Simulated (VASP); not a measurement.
An input for Ansatz (written as the equivalent of a VASP run, and not itself run):

Ansatz 0.2 input:
```yaml
crystal:
  lattice:
    - [1.7850000, -3.0917110, 0.0000000]
    - [1.7850000, 3.0917110, 0.0000000]
    - [0.0000000, 0.0000000, 5.6610000]
  atoms:
    - { symbol: Lu, position: [0.3333330, 0.6666670, 0.2500000] }
    - { symbol: Lu, position: [0.6666670, 0.3333330, 0.7500000] }
kpoints:
  mp_grid: { grid: [11, 11, 6] }
hamiltonian:
  xc: pbe
  pseudopotentials: { kind: paw }
scf:
  occupations: { method: methfessel_paxton, width: 0.1 }
  max_iter: 100
output: { forces: true, stress: true, eigenvalues: true }
```

Translate this input to VASP (INCAR, KPOINTS, POSCAR, choice of POTCAR).

One answer among several that fit: 
File POSCAR:
```
Lu
1.0
  1.7850000000  -3.0917110000   0.0000000000
  1.7850000000   3.0917110000   0.0000000000
  0.0000000000   0.0000000000   5.6610000000
Lu
2
Cartesian
  1.7850000000   1.0305723945   1.4152500000
  1.7850000000  -1.0305723945   4.2457500000
```

File KPOINTS:
```
Automatic mesh
0
Gamma
11 11 6
0 0 0
```

**INCAR**
```
ALGO = Normal
EDIFF = 1E-6
ENCUT = 400
GGA = PE
ISIF = 2
ISMEAR = 1
LASPH = .True.
LCHARG = .False.
LMAXMIX = 6
LREAL = .False.
LWAVE = .False.
NELM = 100
PREC = Accurate
SIGMA = 0.1
SYSTEM = Lu
```

POTCAR, in this order: Lu_3 (PBE.64 set). Program: vasp_std.

What does not carry over: each code has its own PAW files, so the cut-off isn't converted (ENCUT is set for VASP's; basis.ecutwfc is left out, and Ansatz then takes the one that its files recommend); Ansatz stops its SCF on the density residual and VASP on the energy change (EDIFF).

The compound is Lu in the hcp structure. The cell was not relaxed at this level.
